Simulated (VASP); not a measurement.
Here is the system:

```
CELL_PARAMETERS angstrom
      3.72141     0.00000     0.00000
     -1.86070     3.22283     0.00000
      0.00000     0.00000     5.73106
ATOMIC_POSITIONS crystal
  Ru 0.33333 0.66667 0.99230
  Ru 0.66667 0.33333 0.49230
  P  0.33333 0.66667 0.38270
  P  0.66667 0.33333 0.88270
```

Computed with PBEsol GGA, VASP's PBE PAW potentials (set 64) (plane waves; VASP). Settings: 400 eV cut-off, 11×11×6 Γ-centred mesh, tetrahedra with Blöchl corrections, potentials Ru_pv P.

Question: Estimate the energy per atom (σ→0), band gap (on the k-mesh) with the smallest direct gap where there is one.

Answer: 
- band gap (on the k-mesh): none (metal, semimetal or under 0.01 eV)
- energy per atom (σ→0): -8.114 eV/atom

The absolute energy has meaning only against runs of the same code, potentials and settings.

The structure was generated: RuP was put into the wurtzite type (P6_3mc), which need not be its known phase. It was relaxed first, which changed the volume by -31 %.
